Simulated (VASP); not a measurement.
## InBi: accuracy against cost in the plane-wave cutoff and k-mesh

How sensitive are energy, pressure and forces of InBi to the plane-wave cutoff and k-mesh? The atoms are off their equilibrium sites, so that forces can be compared too. The series runs use LDA. The plane-wave cutoff tried: ENCUT = 150; ENCUT = 180; ENCUT = 220; ENCUT = 240; ENCUT = 280; ENCUT = 320; ENCUT = 390; ENCUT = 490. The k-mesh tried: 2 2 2; 3 3 3; 4 4 4; 5 5 5; 7 7 7; 9 9 9; 11 11 11. The atoms of the start are displaced at random from the sites of a F-43m cell.

Program: VASP 6.6.1. Level of theory: LDA; plane waves and PAW (In_d, Bi_d). Results are calculated unless marked as measured.

## 1. The starting structure

Symmetry: Cm, No. 8, monoclinic system. That holds within 0.01 Å; VASP, at its tighter tolerance, finds 1 operation. The conventional cell has a = 8.288 Å, b = 4.785 Å, c = 4.785 Å, α = 90.00°, β = 125.26°, γ = 90.00°. Nearest to In lie 4 Bi at 2.86 to 3.00 Å. Nearest to Bi lie 4 In at 2.86 to 3.00 Å. Farther neighbours are not listed. That group holds within 0.01 Å; judged at 0.001 Å it is P1 (No. 1).

## 2. Plane-wave cutoff: ENCUT = 150

The basis grows with ENCUT, and energy and stress both move with it. LDA, the lowest rung, knows the local density alone.

INCAR

```
SYSTEM = InBi
PREC = Accurate
ENCUT = 150
EDIFF = 1E-06
NELM = 100
ISMEAR = -1
SIGMA = 0.05
LREAL = .FALSE.
ALGO = Normal
GGA = CA
NBANDS = 20
LORBIT = 11
LWAVE = .FALSE.
LCHARG = .FALSE.
KPAR = 2
ISIF = 2
```

POSCAR

```
InBi
1.0
    0.0000000000      3.3835383100      3.3835383100
    3.3835383100      0.0000000000      3.3835383100
    3.3835383100      3.3835383100      0.0000000000
In Bi
1 1
Direct
    0.0017960000      0.0071830000      0.0023630000
    0.2508020000      0.2571210000      0.2348280000
```

KPOINTS

```
Automatic mesh
0
Gamma
7 7 7
0 0 0
```

Potentials, in the order of the species: In_d and Bi_d (PBE family, release 64).

Started as:

```
> mpirun -np 2 vasp_std
```

The log of the run:

```text
[banner, memory and clock lines left out]
running    2 mpi-ranks, on    1 nodes
 distrk:  each k-point on    1 cores,    2 groups
 distr:  one band on    1 cores,    1 groups

 POSCAR found type information on POSCAR InBi
 POSCAR found :  2 types and       2 ions
|                                                                             |
|               ----> ADVICE to this user running VASP <----                  |
|                                                                             |
|     You enforced a specific xc type in the INCAR file but a different       |
|     [... a line on the potential file left out ...]
|     I HOPE YOU KNOW WHAT YOU ARE DOING!                                     |
|                                                                             |

 LDA part: xc-table for (Slater(with rela. corr.)+CA(PZ))
 , standard interpolation
 POSCAR, INCAR and KPOINTS ok, starting setup
 FFT: planning ... GRIDC
 FFT: planning ... GRID_SOFT
 FFT: planning ... GRID
 WAVECAR not read
 entering main loop
       N       E                     dE             d eps       ncg     rms          rms(c)
DAV:   1     0.122463151005E+03    0.12246E+03   -0.88290E+03  8456   0.535E+02
DAV:   2     0.373154481343E+01   -0.11873E+03   -0.11706E+03  7596   0.210E+02
DAV:   3     0.826148467871E+00   -0.29054E+01   -0.29001E+01  7816   0.366E+01
DAV:   4     0.800618721114E+00   -0.25530E-01   -0.25528E-01  7392   0.307E+00
DAV:   5     0.800176615583E+00   -0.44211E-03   -0.44210E-03  7868   0.372E-01    0.853E+00
DAV:   6     0.199352402206E+01    0.11933E+01   -0.19220E+00  7724   0.142E+01    0.364E+00
DAV:   7     0.221497957813E+01    0.22146E+00   -0.70299E-01  8836   0.771E+00    0.811E-01
DAV:   8     0.222138989964E+01    0.64103E-02   -0.23138E-02  7080   0.105E+00    0.225E-01
DAV:   9     0.222152314084E+01    0.13324E-03   -0.20160E-03  7880   0.237E-01    0.725E-02
DAV:  10     0.222148236113E+01   -0.40780E-04   -0.14099E-04  7132   0.955E-02    0.136E-02
DAV:  11     0.222148165266E+01   -0.70847E-06   -0.19134E-05  7848   0.307E-02    0.371E-03
DAV:  12     0.222148138515E+01   -0.26751E-06   -0.17634E-06  5712   0.103E-02
   1 F= 0.22214814E+01 E0= 0.22236991E+01  d E =-.443543E-02
```

Elapsed: 12 s, on 2 MPI ranks of AMD EPYC 9R14 (Zen 4), shared host; peak memory 0.24 GiB; 24 s of CPU time.

Lines that name or quote the potential files are left out of all logs, and their timing lines are given in words.

Parts of OUTCAR (step 2):

```text
ion  position               nearest neighbor table
   1  0.002  0.007  0.002-   2 2.86   2 2.93   2 2.94   2 3.00
   2  0.251  0.257  0.235-   1 2.86   1 2.93   1 2.94   1 3.00

  LATTYP: Found a face centered cubic cell.
 ALAT       =     6.7670766200

 Subroutine GETGRP returns: Found  1 space group operations
 (whereof  1 operations were pure point group operations)

The static configuration has the point symmetry C_1 .

 Found    172 irreducible k-points:

   k-points           NKPTS =    172   k-points in BZ     NKDIM =    172   number of bands    NBANDS=     20

   dimension x,y,z NGX =    20 NGY =   20 NGZ =   20
   dimension x,y,z NGXF=    40 NGYF=   40 NGZF=   40

   ENCUT  =  150.0 eV  11.02 Ry    3.32 a.u.   4.78  4.78  4.78*2*pi/ulx,y,z

   NELECT =      28.0000    total number of electrons

 k-points in reciprocal lattice and weights: Automatic mesh
   0.00000000  0.00000000  0.00000000       0.003
   0.14285714  0.00000000  0.00000000       0.006
   0.00000000  0.14285714  0.00000000       0.006
   0.00000000  0.00000000  0.14285714       0.006
   0.14285714  0.14285714  0.14285714       0.006
   0.28571429  0.00000000  0.00000000       0.006
   0.00000000  0.28571429  0.00000000       0.006
   0.00000000  0.00000000  0.28571429       0.006
   0.28571429  0.28571429  0.28571429       0.006
[...]
0.28571429  0.42857143 -0.28571429       0.006
   0.42857143 -0.28571429  0.14285714       0.006

 average (electrostatic) potential at core
       1 -98.7444       2-108.5241

 E-fermi :   3.9722

 k-point     1 :       0.0000    0.0000    0.0000
  band No.  band energies     occupation
    ...
      9     -11.0492      2.00000
     10     -11.0487      2.00000
     11      -7.5695      2.00000
     12       1.9384      2.00000
     13       3.9359      1.34770
     14       4.1264      0.08762
     15       4.2710      0.00506
     16       6.8415      0.00000
     17       6.9634      0.00000
     18       7.1424      0.00000
    ...

 k-point     2 :       0.1429    0.0000    0.0000
  band No.  band energies     occupation
    ...
     10     -10.8298      2.00000
     11      -7.4404      2.00000
     12       1.0531      2.00000
     13       3.7396      1.98110
     14       4.0075      0.66065
     15       4.3310      0.00153
     16       7.1173      0.00000
     17       7.2507      0.00000
     18       7.4750      0.00000
     19       9.9835      0.00000
    ...

 k-point     3 :       0.0000    0.1429    0.0000
  band No.  band energies     occupation
    ...
     10     -10.8298      2.00000
     11      -7.4402      2.00000
     12       1.0488      2.00000
     13       3.7425      1.97999
     14       4.0106      0.63341
     15       4.3317      0.00151
     16       7.1188      0.00000
     17       7.2469      0.00000
     18       7.4751      0.00000
     19       9.9848      0.00000
    ...

  Total     -108.6913526   -108.6916712   -108.6757972      0.1873824      0.4126743      0.4374672
  in kB    -2247.8239062  -2247.8304941  -2247.5022076      3.8752182      8.5344340      9.0471705
  external PRESSURE =   -2247.7188693 kB  Pullay stress =       0.0000000 kB

  energy-cutoff  :      150.00
  volume of cell :       77.47
      direct lattice vectors                 reciprocal lattice vectors
     0.000000000  3.383538310  3.383538310    -0.147774298  0.147774298  0.147774298
     3.383538310  0.000000000  3.383538310     0.147774298 -0.147774298  0.147774298
     3.383538310  3.383538310  0.000000000     0.147774298  0.147774298 -0.147774298

 POSITION                                       TOTAL-FORCE (eV/Angst)
 -----------------------------------------------------------------------------------
      0.03230      0.01407      0.03038         0.112044      0.120727     -0.139537
      1.66453      1.64315      1.71858        -0.112044     -0.120727      0.139537
 -----------------------------------------------------------------------------------
    total drift:                               -0.000153      0.002004      0.003830

  FREE ENERGIE OF THE ION-ELECTRON SYSTEM (eV)
  ---------------------------------------------------
  free  energy   TOTEN  =         2.2214813851 eV

  energy  without entropy=        2.2259168166  energy(sigma->0) =        2.22369910

 total charge
# of ion       s       p       d       tot
------------------------------------------
    1        0.909   0.643  10.157  11.709
    2        1.446   1.566  10.237  13.250
--------------------------------------------------
tot          2.356   2.208  20.395  24.959

[... 3 further parts left out ...]
```

The k-mesh is coarse for a metal. The PAW data sets were made with PBE, though LDA sets exist; this is a small mismatch.

This step gave:

```
electronic steps        : 12
electrons               : 28
bands                   : 20
irreducible k points    : 172
symmetry operations     : 1
free energy (TOTEN)     : 2.221 eV
energy at zero smearing : 2.224 eV
Fermi energy            : 3.972 eV
pressure                : -224.8 GPa
metallic                : yes
```

The series starts at 1.1118 eV an atom and -224.77 GPa, after 12 cycles in 12 s.

## 3. Plane-wave cutoff: ENCUT = 180

Edit INCAR of step 2 so:

```diff
@@ -2,3 +2,3 @@
 PREC = Accurate
-ENCUT = 150
+ENCUT = 180
 EDIFF = 1E-06
```

POSCAR is that of step 2.

KPOINTS is that of step 2.

Started as:

```
> mpirun -np 2 vasp_std
```

The log of the run:

```text
[banner, memory and clock lines left out]
running    2 mpi-ranks, on    1 nodes
[...]
[... a notice as in an earlier step ...]

 LDA part: xc-table for (Slater(with rela. corr.)+CA(PZ))
 , standard interpolation
 POSCAR, INCAR and KPOINTS ok, starting setup
[...]
entering main loop
       N       E                     dE             d eps       ncg     rms          rms(c)
DAV:   1     0.156806000727E+03    0.15681E+03   -0.91404E+03  7260   0.681E+02
DAV:   2    -0.505315339326E+00   -0.15731E+03   -0.15534E+03  7424   0.257E+02
DAV:   3    -0.680742988337E+01   -0.63021E+01   -0.62893E+01  7896   0.618E+01
DAV:   4    -0.689036750204E+01   -0.82938E-01   -0.82928E-01  8580   0.672E+00
[...]
DAV:  10    -0.658429887829E+01   -0.24701E-04   -0.67403E-05  7628   0.663E-02    0.102E-02
DAV:  11    -0.658430190983E+01   -0.30315E-05   -0.56052E-06  7500   0.173E-02    0.641E-03
DAV:  12    -0.658430222782E+01   -0.31800E-06   -0.46836E-07  5408   0.561E-03
   1 F= -.65843022E+01 E0= -.65821427E+01  d E =-.431896E-02
```

The job ended after 18 s (2 MPI ranks; peak memory 0.27 GiB).

OUTCAR, selected parts (step 3):

```text
  Total      -25.6213165    -25.6227791    -25.6099477      0.0550681      0.3627754      0.3812719
  in kB     -529.8692700   -529.8995187   -529.6341550      1.1388526      7.5024854      7.8850077
  external PRESSURE =    -529.8009812 kB  Pullay stress =       0.0000000 kB

 POSITION                                       TOTAL-FORCE (eV/Angst)
 -----------------------------------------------------------------------------------
      0.03230      0.01407      0.03038        -0.308083     -0.324212     -0.051133
      1.66453      1.64315      1.71858         0.308083      0.324212      0.051133
 -----------------------------------------------------------------------------------
    total drift:                               -0.000687     -0.001871     -0.000827

  FREE ENERGIE OF THE ION-ELECTRON SYSTEM (eV)
  ---------------------------------------------------
  free  energy   TOTEN  =        -6.5843022278 eV

  energy  without entropy=       -6.5799832708  energy(sigma->0) =       -6.58214275

[... 1 part as in an earlier step ...]

[... 2 further parts left out ...]
[key lines of the parts left out:]
E-fermi :   4.0478
```

Against the run before the energy moves by -4402.92 meV an atom and the pressure by +171.79 GPa, after 12 cycles in 18 s.

## 4. Plane-wave cutoff: ENCUT = 220

Edit INCAR of step 3 so:

```diff
@@ -2,3 +2,3 @@
 PREC = Accurate
-ENCUT = 180
+ENCUT = 220
 EDIFF = 1E-06
```

POSCAR is that of step 3.

KPOINTS is that of step 3.

Started as:

```
> mpirun -np 2 vasp_std
```

The log of the run:

```text
[... set-up lines as in an earlier step ...]
 entering main loop
       N       E                     dE             d eps       ncg     rms          rms(c)
DAV:   1     0.187251715688E+03    0.18725E+03   -0.96229E+03  6932   0.858E+02
DAV:   2     0.333275263533E+01   -0.18392E+03   -0.18126E+03  7228   0.295E+02
DAV:   3    -0.758763843756E+01   -0.10920E+02   -0.10888E+02  8008   0.888E+01
DAV:   4    -0.781909671985E+01   -0.23146E+00   -0.23140E+00  8708   0.134E+01
[...]
DAV:  10    -0.767599236497E+01   -0.18866E-04   -0.66892E-05  7612   0.787E-02    0.955E-03
DAV:  11    -0.767599371447E+01   -0.13495E-05   -0.45647E-06  8296   0.218E-02    0.653E-03
DAV:  12    -0.767599406147E+01   -0.34700E-06   -0.61759E-07  5328   0.840E-03
   1 F= -.76759941E+01 E0= -.76738525E+01  d E =-.428307E-02
```

Run time: 20 s. Hardware: 2 MPI ranks; peak memory 0.3 GiB; 38 s of CPU time.

OUTCAR, selected parts (step 4):

```text
  Total       -3.0859943     -3.0875263     -3.0740403      0.0800491      0.3671816      0.3858408
  in kB      -63.8208252    -63.8525081    -63.5736063      1.6554795      7.5936094      7.9794954
  external PRESSURE =     -63.7489799 kB  Pullay stress =       0.0000000 kB

 POSITION                                       TOTAL-FORCE (eV/Angst)
 -----------------------------------------------------------------------------------
      0.03230      0.01407      0.03038        -0.278717     -0.292591     -0.067558
      1.66453      1.64315      1.71858         0.278717      0.292591      0.067558
 -----------------------------------------------------------------------------------
    total drift:                               -0.000708     -0.001919     -0.000848

  FREE ENERGIE OF THE ION-ELECTRON SYSTEM (eV)
  ---------------------------------------------------
  free  energy   TOTEN  =        -7.6759940615 eV

  energy  without entropy=       -7.6717109915  energy(sigma->0) =       -7.67385253

[... 1 part as in an earlier step ...]

[... 2 further parts left out ...]
[key lines of the parts left out:]
E-fermi :   4.0602
```

Against the run before the energy moves by -545.85 meV an atom and the pressure by +46.61 GPa, after 12 cycles in 20 s.

## 5. Plane-wave cutoff: ENCUT = 240

Edit INCAR of step 4 so:

```diff
@@ -2,3 +2,3 @@
 PREC = Accurate
-ENCUT = 220
+ENCUT = 240
 EDIFF = 1E-06
```

POSCAR is that of step 4.

KPOINTS is that of step 4.

Started as:

```
> mpirun -np 2 vasp_std
```

The log of the run:

```text
[... set-up lines as in an earlier step ...]
 entering main loop
       N       E                     dE             d eps       ncg     rms          rms(c)
DAV:   1     0.197590669831E+03    0.19759E+03   -0.99450E+03  6904   0.942E+02
DAV:   2     0.510618889201E+01   -0.19248E+03   -0.18960E+03  7184   0.309E+02
DAV:   3    -0.753666383270E+01   -0.12643E+02   -0.12603E+02  8032   0.989E+01
DAV:   4    -0.784458127856E+01   -0.30792E+00   -0.30781E+00  8684   0.165E+01
[...]
DAV:  10    -0.771628798171E+01   -0.16219E-04   -0.57684E-05  7716   0.760E-02    0.808E-03
DAV:  11    -0.771628984832E+01   -0.18666E-05   -0.43347E-06  7304   0.223E-02    0.583E-03
DAV:  12    -0.771629017061E+01   -0.32229E-06   -0.62791E-07  5416   0.918E-03
   1 F= -.77162902E+01 E0= -.77141503E+01  d E =-.427965E-02
```

The job ended after 21 s (2 MPI ranks; peak memory 0.32 GiB).

Parts of OUTCAR (step 5):

```text
  Total       -1.1598078     -1.1612706     -1.1484997      0.0781610      0.3645143      0.3830417
  in kB      -23.9857507    -24.0160035    -23.7518894      1.6164314      7.5384475      7.9216082
  external PRESSURE =     -23.9178812 kB  Pullay stress =       0.0000000 kB

 POSITION                                       TOTAL-FORCE (eV/Angst)
 -----------------------------------------------------------------------------------
      0.03230      0.01407      0.03038        -0.277965     -0.291829     -0.066397
      1.66453      1.64315      1.71858         0.277965      0.291829      0.066397
 -----------------------------------------------------------------------------------
    total drift:                               -0.000698     -0.001920     -0.000836

  FREE ENERGIE OF THE ION-ELECTRON SYSTEM (eV)
  ---------------------------------------------------
  free  energy   TOTEN  =        -7.7162901706 eV

  energy  without entropy=       -7.7120105173  energy(sigma->0) =       -7.71415034

[... 1 part as in an earlier step ...]

[... 2 further parts left out ...]
[key lines of the parts left out:]
E-fermi :   4.0605
```

Against the run before the energy moves by -20.15 meV an atom and the pressure by +3.98 GPa, after 12 cycles in 21 s.

## 6. Plane-wave cutoff: ENCUT = 280

Edit INCAR of step 5 so:

```diff
@@ -2,3 +2,3 @@
 PREC = Accurate
-ENCUT = 240
+ENCUT = 280
 EDIFF = 1E-06
```

POSCAR is that of step 5.

KPOINTS is that of step 5.

Started as:

```
> mpirun -np 2 vasp_std
```

The log of the run:

```text
[... set-up lines as in an earlier step ...]
 entering main loop
       N       E                     dE             d eps       ncg     rms          rms(c)
DAV:   1     0.211947570035E+03    0.21195E+03   -0.10538E+04  6896   0.107E+03
DAV:   2     0.807564980541E+01   -0.20387E+03   -0.20070E+03  7088   0.331E+02
DAV:   3    -0.737454653804E+01   -0.15450E+02   -0.15383E+02  8012   0.114E+02
DAV:   4    -0.783294502241E+01   -0.45840E+00   -0.45816E+00  8536   0.217E+01
[...]
DAV:  10    -0.771700920001E+01   -0.15508E-04   -0.65086E-05  7936   0.897E-02    0.785E-03
DAV:  11    -0.771701123306E+01   -0.20330E-05   -0.49779E-06  7400   0.252E-02    0.657E-03
DAV:  12    -0.771701154470E+01   -0.31164E-06   -0.86704E-07  5624   0.110E-02
   1 F= -.77170115E+01 E0= -.77148719E+01  d E =-.427928E-02
```

It took 31 s on 2 MPI ranks; peak memory 0.38 GiB.

Parts of OUTCAR (step 6):

```text
  Total       -0.8657560     -0.8680588     -0.8544634      0.0779337      0.3630195      0.3797267
  in kB      -17.9045240    -17.9521484    -17.6709845      1.6117318      7.5075335      7.8530520
  external PRESSURE =     -17.8425523 kB  Pullay stress =       0.0000000 kB

 POSITION                                       TOTAL-FORCE (eV/Angst)
 -----------------------------------------------------------------------------------
      0.03230      0.01407      0.03038        -0.277236     -0.290965     -0.065918
      1.66453      1.64315      1.71858         0.277236      0.290965      0.065918
 -----------------------------------------------------------------------------------
    total drift:                               -0.000277      0.001178      0.000205

  FREE ENERGIE OF THE ION-ELECTRON SYSTEM (eV)
  ---------------------------------------------------
  free  energy   TOTEN  =        -7.7170115447 eV

  energy  without entropy=       -7.7127322643  energy(sigma->0) =       -7.71487190

[... 1 part as in an earlier step ...]

[... 2 further parts left out ...]
[key lines of the parts left out:]
E-fermi :   4.0602
```

Against the run before the energy moves by -0.36 meV an atom and the pressure by +0.61 GPa, after 12 cycles in 31 s.

## 7. Plane-wave cutoff: ENCUT = 320

Edit INCAR of step 6 so:

```diff
@@ -2,3 +2,3 @@
 PREC = Accurate
-ENCUT = 280
+ENCUT = 320
 EDIFF = 1E-06
```

POSCAR is that of step 6.

KPOINTS is that of step 6.

Started as:

```
> mpirun -np 2 vasp_std
```

The log of the run:

```text
[... set-up lines as in an earlier step ...]
 entering main loop
       N       E                     dE             d eps       ncg     rms          rms(c)
DAV:   1     0.222330087791E+03    0.22233E+03   -0.11168E+04  6880   0.118E+03
DAV:   2     0.987540673896E+01   -0.21245E+03   -0.20915E+03  7048   0.347E+02
DAV:   3    -0.726575494224E+01   -0.17141E+02   -0.17073E+02  8012   0.124E+02
DAV:   4    -0.782588834373E+01   -0.56013E+00   -0.55989E+00  8372   0.250E+01
[...]
DAV:  10    -0.771622882293E+01   -0.15637E-04   -0.72243E-05  8088   0.982E-02    0.793E-03
DAV:  11    -0.771623094641E+01   -0.21235E-05   -0.53453E-06  7456   0.266E-02    0.661E-03
DAV:  12    -0.771623130284E+01   -0.35643E-06   -0.99546E-07  5932   0.118E-02
   1 F= -.77162313E+01 E0= -.77140914E+01  d E =-.427975E-02
```

The job ended after 33 s (2 MPI ranks; peak memory 0.41 GiB).

Parts of OUTCAR (step 7):

```text
  Total       -1.0323145     -1.0346290     -1.0210233      0.0778938      0.3631572      0.3798720
  in kB      -21.3490873    -21.3969531    -21.1155773      1.6109052      7.5103798      7.8560571
  external PRESSURE =     -21.2872059 kB  Pullay stress =       0.0000000 kB

 POSITION                                       TOTAL-FORCE (eV/Angst)
 -----------------------------------------------------------------------------------
      0.03230      0.01407      0.03038        -0.276945     -0.290655     -0.065918
      1.66453      1.64315      1.71858         0.276945      0.290655      0.065918
 -----------------------------------------------------------------------------------
    total drift:                               -0.000284      0.001152      0.000206

  FREE ENERGIE OF THE ION-ELECTRON SYSTEM (eV)
  ---------------------------------------------------
  free  energy   TOTEN  =        -7.7162313028 eV

  energy  without entropy=       -7.7119515493  energy(sigma->0) =       -7.71409143

[... 1 part as in an earlier step ...]

[... 2 further parts left out ...]
[key lines of the parts left out:]
E-fermi :   4.0605
```

Against the run before the energy moves by +0.39 meV an atom and the pressure by -0.34 GPa, after 12 cycles in 33 s.

[end of part 1 of 3]

[Lines on the potential files, build, host, timing and source positions are cut from VASP's logs without a mark.]

[Logs are printed without paths, hosts, clocks, repeated set-up lines and the standing remarks that a program may print on its own settings, such as how far it seeks lower states.]

[Hosts, paths, dates, database ids (printed as entryN), source tags and the programs' standing remarks are cut or masked in the printed files.]

[A measured line is paired with the nearest computed mode of its activity, which favours agreement.]

[In band tables of VASP the shares of atoms and orbitals are scaled to a sum of 1 inside the atoms' spheres.]
